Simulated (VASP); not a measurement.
A convergence study with VASP on Cu3Au (L1_2): one setting is varied, all else stays as given below, so the limit is that of these other settings. Each run relaxes cell and ions; the cell shown is the tightest run's result. The basis is that of the starting cell, so low cut-offs carry a Pulay error.

```xyz
4
Lattice="3.7822 0.0000 0.0000 0.0000 3.7822 0.0000 0.0000 0.0000 3.7822" Properties=species:S:1:pos:R:3 pbc="T T T"
Cu     0.0000     1.8911     1.8911
Cu     1.8911     0.0000     1.8911
Cu     1.8911     1.8911     0.0000
Au     0.0000     0.0000     0.0000
```

Level of theory: PBE GGA, VASP's PBE PAW potentials (set 64) (plane waves; VASP). The tightest run used: 700 eV cut-off, 7×7×7 Γ-centred mesh, first-order Methfessel-Paxton smearing of 0.10 eV, potentials Cu Au.

The reference is ENCUT = 700, which took about 3 core-minutes. The timings are rough (shared machines, no repeats); factors under 2 mean little.

Of the settings ENCUT = 250; ENCUT = 300; ENCUT = 350; ENCUT = 400; ENCUT = 450; ENCUT = 500; ENCUT = 550; ENCUT = 600; ENCUT = 650; ENCUT = 700, which is the lowest that keeps the difference from the reference in relaxed volume (Å³/atom) within 0.1 from there on, and what does it cost?

ENCUT = 350; its cost over the reference is about 1/2.
| setting | difference in relaxed volume (Å³/atom) | cost over the reference |
|---|---|---|
| ENCUT = 250 | 1.231 | within a factor of 2 |
| ENCUT = 300 | 0.213 | about 1/2 |
| ENCUT = 350 | 0.022 | about 1/2 |
| ENCUT = 400 | 0.051 | about 1/2 |
| ENCUT = 450 | 0.042 | within a factor of 2 |
| ENCUT = 500 | 0.015 | within a factor of 2 |
| ENCUT = 550 | 0.002 | within a factor of 2 |
| ENCUT = 600 | 0.004 | within a factor of 2 |
| ENCUT = 650 | 0.001 | within a factor of 2 |
| ENCUT = 700 | 0.000 | reference |

Left out are rungs that failed or repeat a setting and relaxations that didn't move; long series are thinned to 24 rows.

The compound is Cu3Au in the L1_2 structure.
